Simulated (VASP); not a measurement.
The system is Ti.

```
CELL_PARAMETERS angstrom
2.90000 0.00000 0.00000
-1.45000 2.51147 0.00000
0.00000 0.00000 4.60000
ATOMIC_POSITIONS crystal
Ti 0.33333 0.66667 0.25000
Ti 0.66667 0.33333 0.75000
```

The cell was built by a generator and needn't be a form met in nature.

| Item | Value |
| --- | --- |
| Program | VASP 6.6.1 |
| Task | relaxation of cell and atoms |
| Functional | PBE |
| Dispersion | D4 |
| Potentials or basis | VASP PAW PBE potentials, release 64 (Ti_sv) |
| Cutoff | 600 eV |
| k mesh | 16 × 16 × 10 |
| Occupations | methfessel-paxton, width 0.1 eV |
| Spin | no spin polarisation |

At the start: pressure 2.1 GPa; volume 16.75 Å³/atom.

Question: How do energy, volume and symmetry change on relaxing?

Answer: Over 8 steps the energy falls by 2.0 meV/atom and the volume is 17.05 Å³/atom (+1.8 %); space group P6_3/mmc (No. 194, to 0.05 Å).

The path:
```tsv
step	energy change (eV)	largest force (eV/Å)	pressure (GPa)	volume (Å³)
1	0.0000	0.0000	2.11	33.50
2	-0.0018	0.0000	-1.52	34.58
3	-0.0040	0.0000	-0.02	34.12
4	-0.0040	0.0000	0.02	34.10
5	-0.0040	0.0000	0.03	34.10
6	-0.0040	0.0000	0.03	34.10
7	-0.0040	0.0000	0.04	34.10
8	-0.0041	0.0000	0.03	34.10
```

Final structure:
```
Ti
1.0
     2.92060    0.00000    0.00000
    -1.46030    2.52931    0.00000
     0.00000    0.00000    4.61638
Ti
2
Direct
  0.33333 0.66667 0.25000
  0.66667 0.33333 0.75000
```

Caveat: pairwise dispersion overbinds metals, which lowers pressure and volume.
